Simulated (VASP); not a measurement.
# TiB: structure and properties in VASP, part 3 of 5

Wanted: the relaxed cell of TiB and its properties. The start is a cell from a database of measured crystal structures.

VASP 6.6.1; SCAN; plane waves and PAW (Ti_sv, B).

So far. Step 4 (Bands along the symmetry lines (SCAN)): Of the bands kept, 4 cross the Fermi level on this path.

**5. Density of states (SCAN)**

Here the states are counted by energy and projected on the atoms. The mesh is finer than in the run before.

INCAR

```
SYSTEM = TiB
PREC = Accurate
ENCUT = 420
EDIFF = 1E-06
NELM = 100
ISMEAR = -5
SIGMA = 0.05
LREAL = .FALSE.
ALGO = Normal
METAGGA = SCAN
LASPH = .TRUE.
NBANDS = 50
LORBIT = 11
LWAVE = .FALSE.
LCHARG = .FALSE.
KPAR = 4
NEDOS = 2001
```

POSCAR

```
TiB
1.0
    6.1120865712      0.0000000000      0.0000000000
    0.0000000000      3.0414926474      0.0000000000
    0.0000000000      0.0000000000      4.5515228512
Ti B
4 4
Direct
    0.1773689676      0.2500000000      0.1210419718
    0.8226310324      0.7500000000      0.8789580282
    0.3226310324      0.7500000000      0.6210419718
    0.6773689676      0.2500000000      0.3789580282
    0.0301305990      0.2500000000      0.5990069498
    0.9698694010      0.7500000000      0.4009930502
    0.4698694010      0.7500000000      0.0990069498
    0.5301305990      0.2500000000      0.9009930502
```

KPOINTS

```
Automatic mesh
0
Gamma
6 11 7
0 0 0
```

The projector-augmented-wave data sets are Ti_sv and B (PBE family, release 64).

Command:

```bash
$ mpirun -np 4 vasp_std
```

Log:

```text
[... set-up lines as in an earlier step ...]
 entering main loop
       N       E                     dE             d eps       ncg     rms          rms(c)
DAV:   1     0.698085791602E+03    0.69809E+03   -0.24485E+04  9640   0.131E+03
DAV:   2    -0.258768128600E+02   -0.72396E+03   -0.68882E+03  9624   0.441E+02
DAV:   3    -0.117325708037E+03   -0.91449E+02   -0.88794E+02 12552   0.146E+02
DAV:   4    -0.128801027697E+03   -0.11475E+02   -0.11346E+02 14146   0.443E+01
DAV:   5    -0.129330709741E+03   -0.52968E+00   -0.52929E+00 13580   0.924E+00    0.307E+01
DAV:   6    -0.100167816629E+03    0.29163E+02   -0.51809E+01 12550   0.580E+01    0.512E+00
DAV:   7    -0.100916498003E+03   -0.74868E+00   -0.45915E+00 12256   0.113E+01    0.474E+00
DAV:   8    -0.100997421487E+03   -0.80923E-01   -0.43264E-01 12410   0.377E+00    0.102E+00
DAV:   9    -0.101021271222E+03   -0.23850E-01   -0.84613E-02 13780   0.170E+00    0.626E-01
DAV:  10    -0.101021839837E+03   -0.56862E-03   -0.50155E-03 13148   0.433E-01    0.334E-01
DAV:  11    -0.101018162274E+03    0.36776E-02   -0.11729E-03 11860   0.210E-01    0.587E-02
DAV:  12    -0.101019025400E+03   -0.86313E-03   -0.16929E-04 12190   0.823E-02    0.261E-02
DAV:  13    -0.101018692722E+03    0.33268E-03   -0.20713E-05 11522   0.277E-02    0.102E-02
DAV:  14    -0.101018713970E+03   -0.21248E-04   -0.22076E-06  9504   0.965E-03    0.248E-03
DAV:  15    -0.101018702788E+03    0.11183E-04   -0.31567E-07  5384   0.434E-03    0.874E-04
DAV:  16    -0.101018698200E+03    0.45882E-05   -0.98834E-08  5266   0.233E-03    0.341E-04
DAV:  17    -0.101018693244E+03    0.49553E-05   -0.40146E-08  5226   0.136E-03    0.111E-04
DAV:  18    -0.101018692494E+03    0.75074E-06   -0.16161E-08  5182   0.815E-04
   1 F= -.10101869E+03 E0= -.10101869E+03  d E =0.000000E+00
 -----------------------------------------------------------------------------
|                                                                             |
|           W    W    AA    RRRRR   N    N  II  N    N   GGGG   !!!           |
|           W    W   A  A   R    R  NN   N  II  NN   N  G    G  !!!           |
|           W    W  A    A  R    R  N N  N  II  N N  N  G       !!!           |
|           W WW W  AAAAAA  RRRRR   N  N N  II  N  N N  G  GGG   !            |
|           WW  WW  A    A  R   R   N   NN  II  N   NN  G    G                |
|           W    W  A    A  R    R  N    N  II  N    N   GGGG   !!!           |
|                                                                             |
|     Tetrahedron method does not include variations of the Fermi             |
|     occupations, so forces and stress will be inaccurate. We suggest        |
|     using a different smearing scheme ISMEAR = 1 or 2 for metals in         |
|     relaxations.                                                            |
|                                                                             |
 -----------------------------------------------------------------------------
```

It took 2.7 min on 4 MPI ranks of Intel Xeon 6975P-C (Granite Rapids), shared host; peak memory 1.3 GiB.

From OUTCAR (step 5):

```text
   k-points           NKPTS =     96   k-points in BZ     NKDIM =     96   number of bands    NBANDS=     50

   NELECT =      60.0000    total number of electrons

 E-fermi :   8.8558

 k-point     1 :       0.0000    0.0000    0.0000
  band No.  band energies     occupation
    ...
     24       6.2073      2.00000
     25       6.6563      2.00000
     26       7.4442      2.00000
     27       7.6704      2.00000
     28       8.0512      2.00000
     29       9.4969      0.00000
     30       9.7303      0.00000
     31       9.8712      0.00000
     32      10.1272      0.00000
     33      10.4050      0.00000
    ...

  Total       -0.0541948     -0.0795554      0.1152979      0.0000000      0.0000000      0.0000000
  in kB       -1.0262075     -1.5064233      2.1832273      0.0000000      0.0000000      0.0000000
  external PRESSURE =      -0.1164679 kB  Pullay stress =       0.0000000 kB

 POSITION                                       TOTAL-FORCE (eV/Angst)
 -----------------------------------------------------------------------------------
      1.08409      0.76037      0.55093         0.020194     -0.000000      0.002114
      5.02799      2.28112      4.00060        -0.020194     -0.000000     -0.002114
      1.97195      2.28112      2.82669        -0.020194      0.000000      0.002114
      4.14014      0.76037      1.72484         0.020194      0.000000     -0.002114
      0.18416      0.76037      2.72639        -0.008895      0.000000      0.017698
      5.92793      2.28112      1.82513         0.008895      0.000000     -0.017698
      2.87188      2.28112      0.45063         0.008895      0.000000      0.017698
      3.24020      0.76037      4.10089        -0.008895      0.000000     -0.017698
 -----------------------------------------------------------------------------------
    total drift:                                0.000000     -0.000000      0.000000

  FREE ENERGIE OF THE ION-ELECTRON SYSTEM (eV)
  ---------------------------------------------------
  free  energy   TOTEN  =      -101.0186924935 eV

  energy  without entropy=     -101.0186924935  energy(sigma->0) =     -101.01869249

[... 7 parts as in an earlier step ...]

[... 9 further parts left out ...]
```

With tetrahedra the forces and stress of a metal are not exact derivatives of the energy.

This step gave:

```yaml
irreducible_k_points: 96
free_energy_toten: -101.0187 eV
fermi_energy: 8.856 eV
pressure: -0.01165 GPa
dos_at_the_fermi_level: 3.646 states/eV/cell
```

The density of states has structure finer than the step of the table below, so its rows give means over 0.5 eV, whole bins alone (the curve runs from -12.0 to 1.91 eV). Peaks (eV: height): total -2.57: 6.41, -1.58: 8.81, -1.28: 9.84, -0.52: 7.43; Ti d -2.57: 1.59, -1.58: 3.25, -1.28: 4.09, -0.52: 4.29; B p -5.38: 0.601, -2.57: 2.00, -1.81: 1.90, -1.28: 1.53; Ti p -2.57: 0.340, -1.66: 0.542, -1.28: 0.527, -0.52: 0.361; Ti s -10.46: 0.0966, -5.60: 0.285, -4.16: 0.211, -1.81: 0.0807.

States under -12.0 eV and over 1.9 eV are left out. The density of states by energy, zero at the Fermi level; means over each step; values in states/eV/cell:

```
energy (eV)   total     Ti d      B p     Ti p     Ti s      B s
      -11.5   0.333  0.00474  0.00748  0.00472   0.0335    0.141
      -11.0   0.917   0.0192   0.0291   0.0261   0.0711    0.398
      -10.5    1.73   0.0522   0.0714   0.0755   0.0860    0.776
      -10.0    1.67   0.0646   0.0969   0.0815   0.0598    0.735
       -9.5    1.15   0.0576   0.0991   0.0516   0.0397    0.471
       -9.0    1.06   0.0654    0.120   0.0426   0.0366    0.402
       -8.5    1.08   0.0871    0.141   0.0394   0.0275    0.390
       -8.0  0.0840  0.00619   0.0120  0.00326  0.00215   0.0266
       -7.5   0.984   0.0897    0.168   0.0406   0.0186    0.310
       -7.0   0.720   0.0756    0.130   0.0279   0.0116    0.216
       -6.5   0.771   0.0887    0.142   0.0272   0.0228    0.201
       -6.0    1.56    0.154    0.255   0.0580    0.131    0.271
       -5.5    3.20    0.397    0.497    0.124    0.250    0.514
       -5.0   0.793    0.122    0.117   0.0337   0.0441    0.132
       -4.5    2.06    0.268    0.500   0.0987    0.155    0.136
       -4.0    3.09    0.495    0.794    0.146    0.189    0.162
       -3.5    3.12    0.581    0.869    0.160    0.142    0.106
       -3.0    3.68    0.809     1.06    0.200    0.118   0.0700
       -2.5    4.07     1.03     1.26    0.206   0.0632   0.0371
       -2.0    5.30     1.69     1.25    0.298   0.0595   0.0312
       -1.5    7.22     2.70     1.38    0.424   0.0484   0.0213
       -1.0    3.64     1.69    0.422    0.186   0.0289   0.0101
       -0.5    5.61     3.31    0.211    0.237   0.0272   0.0133
        0.0    3.88     2.56    0.171   0.0793   0.0121  0.00482
        0.5    3.23     2.25    0.135   0.0446   0.0112  0.00477
        1.0    2.46     1.84   0.0923   0.0222  0.00576  0.00333
        1.5    2.70     2.04    0.121   0.0249  0.00688  0.00541
```

The finer mesh and the other smearing move the Fermi level by -0.00 eV from the 4×7×5 run, a small shift, which tests the Fermi level alone. Of the states within 0.3 eV of the Fermi level, the largest shares in the PAW spheres are Ti d 66 %. The rest lies in smaller channels or between the spheres.

**6. Electric field gradients (SCAN)**

Field gradients probe how far the charge around each nucleus departs from cubic symmetry; LASPH keeps the non-spherical terms inside the spheres.

INCAR

```
SYSTEM = TiB
PREC = Accurate
ENCUT = 420
EDIFF = 1E-07
NELM = 100
ISMEAR = 0
SIGMA = 0.05
LREAL = .FALSE.
ALGO = Normal
METAGGA = SCAN
LASPH = .TRUE.
NBANDS = 38
LORBIT = 11
LWAVE = .FALSE.
LCHARG = .FALSE.
KPAR = 4
LEFG = .TRUE.
```

POSCAR is that of step 5.

KPOINTS

```
Automatic mesh
0
Gamma
4 7 5
0 0 0
```

Command:

```bash
$ mpirun -np 4 vasp_std
```

Log:

```text
[... set-up lines as in an earlier step ...]
 entering main loop
       N       E                     dE             d eps       ncg     rms          rms(c)
DAV:   1     0.684806509421E+03    0.68481E+03   -0.26682E+04  2736   0.172E+03
DAV:   2    -0.196579316244E+02   -0.70446E+03   -0.68609E+03  2754   0.548E+02
DAV:   3    -0.118455184208E+03   -0.98797E+02   -0.96906E+02  4242   0.181E+02
DAV:   4    -0.128786557108E+03   -0.10331E+02   -0.10278E+02  4042   0.538E+01
DAV:   5    -0.129320296519E+03   -0.53374E+00   -0.53347E+00  4208   0.113E+01    0.307E+01
DAV:   6    -0.100153534750E+03    0.29167E+02   -0.10253E+02  3552   0.763E+01    0.563E+00
DAV:   7    -0.100908610118E+03   -0.75508E+00   -0.50875E+00  3640   0.133E+01    0.403E+00
DAV:   8    -0.100975757771E+03   -0.67148E-01   -0.46848E-01  3806   0.481E+00    0.130E+00
DAV:   9    -0.101018612578E+03   -0.42855E-01   -0.10191E-01  4360   0.178E+00    0.399E-01
DAV:  10    -0.101026994114E+03   -0.83815E-02   -0.28211E-02  3890   0.861E-01    0.187E-01
DAV:  11    -0.101030665423E+03   -0.36713E-02   -0.25298E-03  4044   0.299E-01    0.105E-01
DAV:  12    -0.101031494993E+03   -0.82957E-03   -0.14746E-03  3964   0.227E-01    0.244E-02
DAV:  13    -0.101031743322E+03   -0.24833E-03   -0.54481E-05  3340   0.583E-02    0.848E-03
DAV:  14    -0.101031880510E+03   -0.13719E-03   -0.34017E-06  3874   0.126E-02    0.561E-03
DAV:  15    -0.101031900553E+03   -0.20043E-04   -0.29517E-06  3908   0.978E-03    0.168E-03
DAV:  16    -0.101031913781E+03   -0.13228E-04   -0.24577E-07  2348   0.325E-03    0.143E-03
DAV:  17    -0.101031897580E+03    0.16201E-04   -0.67831E-08  1872   0.273E-03    0.484E-04
DAV:  18    -0.101031890060E+03    0.75200E-05   -0.22430E-08  1824   0.137E-03    0.899E-05
DAV:  19    -0.101031886396E+03    0.36638E-05   -0.11850E-08  1782   0.842E-04    0.158E-04
DAV:  20    -0.101031886419E+03   -0.22915E-07   -0.51630E-09  1764   0.668E-04
ion   1
     0.0000000     0.0000000     0.0000000     0.0084210    -1.5488101     0.0112034
     0.0000422     0.0000000     0.0000000     0.0084210    -1.5488101     0.0112034
     0.0000581     0.0000000     0.0000000     0.0084210    -1.5488101     0.0112034
     0.0000800     0.0000000     0.0000000     0.0084210    -1.5488101     0.0112034
     0.0001102     0.0000000     0.0000000     0.0084210    -1.5488101     0.0112034

     0.0000000     0.0000000     0.0000000    -0.7844379   -11.6632705   -12.9636858
     0.0000422     0.0000000     0.0000000    -0.7844320   -11.6631519   -12.9636045
     0.0000581     0.0000000     0.0000000    -0.7844288   -11.6630809   -12.9635583
     0.0000800     0.0000000     0.0000000    -0.7844234   -11.6629635   -12.9634835
     0.0001102     0.0000000     0.0000000    -0.7844149   -11.6627702   -12.9633628

ion   2
     0.0000000     0.0000000    -0.0000000     0.0084210    -1.5488101     0.0112034
     0.0000422     0.0000000    -0.0000000     0.0084210    -1.5488101     0.0112034
     0.0000581     0.0000000    -0.0000000     0.0084210    -1.5488101     0.0112034
     0.0000800     0.0000000    -0.0000000     0.0084210    -1.5488101     0.0112034
     0.0001102     0.0000000    -0.0000000     0.0084210    -1.5488101     0.0112034

     0.0000000     0.0000000    -0.0000000    -0.7844379   -11.6632705   -12.9636858
     0.0000422     0.0000000    -0.0000000    -0.7844320   -11.6631519   -12.9636045
     0.0000581     0.0000000    -0.0000000    -0.7844288   -11.6630809   -12.9635583
     0.0000800     0.0000000    -0.0000000    -0.7844234   -11.6629635   -12.9634835
     0.0001102     0.0000000    -0.0000000    -0.7844149   -11.6627702   -12.9633628

ion   3
     0.0000000     0.0000000     0.0000000     0.0084210     1.5488101     0.0112034
     0.0000422     0.0000000     0.0000000     0.0084210     1.5488101     0.0112034
     0.0000581     0.0000000     0.0000000     0.0084210     1.5488101     0.0112034
     0.0000800     0.0000000     0.0000000     0.0084210     1.5488101     0.0112034
     0.0001102     0.0000000     0.0000000     0.0084210     1.5488101     0.0112034

     0.0000000     0.0000000    -0.0000000    -0.7844379    11.6632705   -12.9636858
     0.0000422     0.0000000    -0.0000000    -0.7844320    11.6631519   -12.9636045
     0.0000581     0.0000000    -0.0000000    -0.7844288    11.6630809   -12.9635583
     0.0000800     0.0000000    -0.0000000    -0.7844234    11.6629635   -12.9634835
     0.0001102     0.0000000    -0.0000000    -0.7844149    11.6627702   -12.9633628

ion   4
     0.0000000     0.0000000     0.0000000     0.0084210     1.5488101     0.0112034
     0.0000422     0.0000000     0.0000000     0.0084210     1.5488101     0.0112034
     0.0000581     0.0000000     0.0000000     0.0084210     1.5488101     0.0112034
     0.0000800     0.0000000     0.0000000     0.0084210     1.5488101     0.0112034
     0.0001102     0.0000000     0.0000000     0.0084210     1.5488101     0.0112034

     0.0000000     0.0000000     0.0000000    -0.7844379    11.6632705   -12.9636858
     0.0000422     0.0000000     0.0000000    -0.7844320    11.6631519   -12.9636045
     0.0000581     0.0000000     0.0000000    -0.7844288    11.6630809   -12.9635583
     0.0000800     0.0000000     0.0000000    -0.7844234    11.6629635   -12.9634835
     0.0001102     0.0000000     0.0000000    -0.7844149    11.6627702   -12.9633628

ion   5
     0.0000000     0.0000000    -0.0000000    -1.2155510    -0.7979267    -1.4604535
     0.0000257     0.0000000    -0.0000000    -1.2155510    -0.7979267    -1.4604535
     0.0000354     0.0000000    -0.0000000    -1.2155510    -0.7979267    -1.4604535
     0.0000487     0.0000000    -0.0000000    -1.2155510    -0.7979267    -1.4604535
     0.0000671     0.0000000    -0.0000000    -1.2155510    -0.7979267    -1.4604535

     0.0000000     0.0000000    -0.0000000    -1.6255983    -1.2928996    -1.6175822
     0.0000257     0.0000000    -0.0000000    -1.6255983    -1.2928995    -1.6175821
     0.0000354     0.0000000    -0.0000000    -1.6255983    -1.2928994    -1.6175821
     0.0000487     0.0000000    -0.0000000    -1.6255982    -1.2928993    -1.6175821
     0.0000671     0.0000000    -0.0000000    -1.6255981    -1.2928992    -1.6175821

ion   6
     0.0000000     0.0000000    -0.0000000    -1.2155510    -0.7979267    -1.4604535
     0.0000257     0.0000000    -0.0000000    -1.2155510    -0.7979267    -1.4604535
     0.0000354     0.0000000    -0.0000000    -1.2155510    -0.7979267    -1.4604535
     0.0000487     0.0000000    -0.0000000    -1.2155510    -0.7979267    -1.4604535
     0.0000671     0.0000000    -0.0000000    -1.2155510    -0.7979267    -1.4604535

     0.0000000     0.0000000    -0.0000000    -1.6255983    -1.2928996    -1.6175822
     0.0000257     0.0000000    -0.0000000    -1.6255983    -1.2928995    -1.6175821
     0.0000354     0.0000000    -0.0000000    -1.6255983    -1.2928994    -1.6175821
     0.0000487     0.0000000    -0.0000000    -1.6255982    -1.2928993    -1.6175821
     0.0000671     0.0000000    -0.0000000    -1.6255981    -1.2928992    -1.6175821

ion   7
     0.0000000     0.0000000     0.0000000    -1.2155510     0.7979267    -1.4604535
     0.0000257     0.0000000     0.0000000    -1.2155510     0.7979267    -1.4604535
     0.0000354     0.0000000     0.0000000    -1.2155510     0.7979267    -1.4604535
     0.0000487     0.0000000     0.0000000    -1.2155510     0.7979267    -1.4604535
     0.0000671     0.0000000     0.0000000    -1.2155510     0.7979267    -1.4604535

     0.0000000     0.0000000     0.0000000    -1.6255983     1.2928996    -1.6175822
     0.0000257     0.0000000     0.0000000    -1.6255983     1.2928995    -1.6175821
     0.0000354     0.0000000     0.0000000    -1.6255983     1.2928994    -1.6175821
     0.0000487     0.0000000     0.0000000    -1.6255982     1.2928993    -1.6175821
     0.0000671     0.0000000     0.0000000    -1.6255981     1.2928992    -1.6175821

ion   8
     0.0000000     0.0000000    -0.0000000    -1.2155510     0.7979267    -1.4604535
     0.0000257     0.0000000    -0.0000000    -1.2155510     0.7979267    -1.4604535
     0.0000354     0.0000000    -0.0000000    -1.2155510     0.7979267    -1.4604535
     0.0000487     0.0000000    -0.0000000    -1.2155510     0.7979267    -1.4604535
     0.0000671     0.0000000    -0.0000000    -1.2155510     0.7979267    -1.4604535

     0.0000000     0.0000000    -0.0000000    -1.6255983     1.2928996    -1.6175822
     0.0000257     0.0000000    -0.0000000    -1.6255983     1.2928995    -1.6175821
     0.0000354     0.0000000    -0.0000000    -1.6255983     1.2928994    -1.6175821
     0.0000487     0.0000000    -0.0000000    -1.6255982     1.2928993    -1.6175821
     0.0000671     0.0000000    -0.0000000    -1.6255981     1.2928992    -1.6175821

   1 F= -.10103189E+03 E0= -.10102926E+03  d E =-.525015E-02
```

Elapsed: 75 s, on 4 MPI ranks; peak memory 0.83 GiB.

From OUTCAR (step 6):

```text
   NELECT =      60.0000    total number of electrons

 E-fermi :   8.8600

  Total       -0.0288087     -0.0329476      0.0426335      0.0000000      0.0000000      0.0000000
  in kB       -0.5455088     -0.6238813      0.8072888      0.0000000      0.0000000      0.0000000
  external PRESSURE =      -0.1207004 kB  Pullay stress =       0.0000000 kB

 POSITION                                       TOTAL-FORCE (eV/Angst)
 -----------------------------------------------------------------------------------
      1.08409      0.76037      0.55093        -0.007503      0.000000      0.004461
      5.02799      2.28112      4.00060         0.007503      0.000000     -0.004461
      1.97195      2.28112      2.82669         0.007503      0.000000      0.004461
      4.14014      0.76037      1.72484        -0.007503     -0.000000     -0.004461
      0.18416      0.76037      2.72639         0.007980     -0.000000      0.000164
      5.92793      2.28112      1.82513        -0.007980     -0.000000     -0.000164
      2.87188      2.28112      0.45063        -0.007980     -0.000000      0.000164
      3.24020      0.76037      4.10089         0.007980     -0.000000     -0.000164
 -----------------------------------------------------------------------------------
    total drift:                                0.000000     -0.000000      0.000000

  FREE ENERGIE OF THE ION-ELECTRON SYSTEM (eV)
  ---------------------------------------------------
  free  energy   TOTEN  =      -101.0318864188 eV

  energy  without entropy=     -101.0266362648  energy(sigma->0) =     -101.02926134

 Electric field gradients after diagonalization (V/A^2)
 (convention: |V_zz| > |V_xx| > |V_yy|)
----------------------------------------------------------------------
 ion       V_xx      V_yy      V_zz     asymmetry (V_yy - V_xx)/ V_zz
----------------------------------------------------------------------
   1     -14.851    -5.802    20.653       0.438
   2     -14.851    -5.802    20.653       0.438
   3     -14.851    -5.802    20.653       0.438
   4     -14.851    -5.802    20.653       0.438
   5      -1.252    -0.989     2.242       0.117
   6      -1.252    -0.989     2.242       0.117
   7      -1.252    -0.989     2.242       0.117
   8      -1.252    -0.989     2.242       0.117
----------------------------------------------------------------------

[... 17 parts as in an earlier step ...]

[... 1 further part left out ...]
```

Numbers from this step:

```yaml
electronic_steps: 20
bands: 38
irreducible_k_points: 36
free_energy_toten: -101.0319 eV
fermi_energy: 8.86 eV
pressure: -0.01207 GPa
```

Electric field gradients, by row:

```
atom  Vxx (V/Å²)  Vyy (V/Å²)  Vzz (V/Å²)  asymmetry
 Ti1      -14.85      -5.802       20.65      0.438
 Ti2      -14.85      -5.802       20.65      0.438
 Ti3      -14.85      -5.802       20.65      0.438
 Ti4      -14.85      -5.802       20.65      0.438
  B5      -1.252      -0.989       2.242      0.117
  B6      -1.252      -0.989       2.242      0.117
  B7      -1.252      -0.989       2.242      0.117
  B8      -1.252      -0.989       2.242      0.117
```

The largest gradient, 20.65 V/Å², sits on Ti1 and like sites; times the quadrupole moment of a nucleus that has one, it gives the coupling that NMR and NQR see.

(Part 3 of 5 ends here.)

[Lines on the potential files, build, host, timing and source positions are cut from VASP's logs without a mark.]

[Logs are printed without paths, hosts, clocks, repeated set-up lines and the standing remarks that a program may print on its own settings, such as how far it seeks lower states.]

[Hosts, paths, dates, database ids (printed as entryN), source tags and the programs' standing remarks are cut or masked in the printed files.]

[A measured line is paired with the nearest computed mode of its activity, which favours agreement.]
